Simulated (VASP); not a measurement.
Given:

```xyz
2
Lattice="3.6288 0.0000 0.0000 -1.8144 3.1427 0.0000 0.0000 0.0000 5.8805" Properties=species:S:1:pos:R:3 pbc="T T T"
Gd     0.0000     2.0951     1.4701
Gd     1.8144     1.0475     4.4104
```

Calculation: PBE GGA, VASP's PBE PAW potentials (set 64) (plane waves; VASP 6.6.1). Settings: 300 eV cut-off, 7×7×4 Γ-centred mesh, Gaussian smearing of 0.10 eV, potentials Gd.

The run has a spin-polarised start.

Q: Give the spin-up energies of bands 15 to 28 at the high-symmetry points, in eV from the Fermi level.

A: 
```tsv
band	Γ	M	K	A	L	H
15	-4.90	-4.88	-4.89	-4.90	-4.88	-4.88
16	-4.90	-4.86	-4.89	-4.90	-4.88	-4.88
17	-4.88	-4.86	-4.87	-4.84	-4.87	-4.88
18	-4.88	-4.86	-4.84	-4.84	-4.87	-4.88
19	-4.88	-4.85	-4.84	-4.84	-4.84	-4.87
20	-4.85	-4.84	-4.84	-4.84	-4.84	-4.87
21	-4.85	-4.83	-4.83	-4.81	-4.84	-4.83
22	-4.82	-4.83	-4.83	-4.81	-4.84	-4.83
23	-4.81	-2.14	-1.14	-3.62	-2.15	-0.89
24	-2.49	-1.71	-1.00	-3.62	-2.15	-0.89
25	0.86	-1.30	-1.00	0.41	-0.50	-0.56
26	1.35	-0.09	-0.49	0.41	-0.50	-0.56
27	1.35	0.99	0.66	1.30	1.43	0.12
28	1.35	1.17	0.66	1.30	1.43	0.12
```

Q: Give the spin-down energies of bands 15 to 28 at the high-symmetry points, in eV from the Fermi level.

A: 
| band | Γ | M | K | A | L | H |
|---|---|---|---|---|---|---|
| 15 | 0.38 | 0.40 | 0.36 | 0.37 | 0.40 | 0.37 |
| 16 | 0.38 | 0.41 | 0.39 | 0.37 | 0.40 | 0.37 |
| 17 | 0.43 | 0.43 | 0.39 | 0.37 | 0.41 | 0.39 |
| 18 | 0.43 | 0.43 | 0.45 | 0.37 | 0.41 | 0.39 |
| 19 | 0.44 | 0.44 | 0.45 | 0.56 | 0.46 | 0.46 |
| 20 | 0.44 | 0.49 | 0.47 | 0.56 | 0.46 | 0.46 |
| 21 | 0.53 | 0.51 | 0.53 | 0.56 | 0.54 | 0.55 |
| 22 | 0.53 | 0.53 | 0.53 | 0.56 | 0.54 | 0.55 |
| 23 | 0.62 | 0.54 | 0.53 | 0.62 | 0.54 | 0.75 |
| 24 | 0.63 | 0.57 | 0.55 | 0.62 | 0.54 | 0.75 |
| 25 | 1.97 | 0.60 | 0.55 | 1.73 | 0.90 | 0.82 |
| 26 | 2.49 | 1.18 | 0.60 | 1.73 | 0.90 | 0.82 |
| 27 | 2.49 | 2.20 | 1.88 | 2.42 | 2.63 | 1.63 |
| 28 | 2.57 | 2.22 | 1.88 | 2.42 | 2.63 | 1.63 |

It has no gap at this level: it comes out as a metal or semimetal.

The structure comes from a computed database's Gd entry; how it stands against other phases isn't given here. The cell was not relaxed at this level.
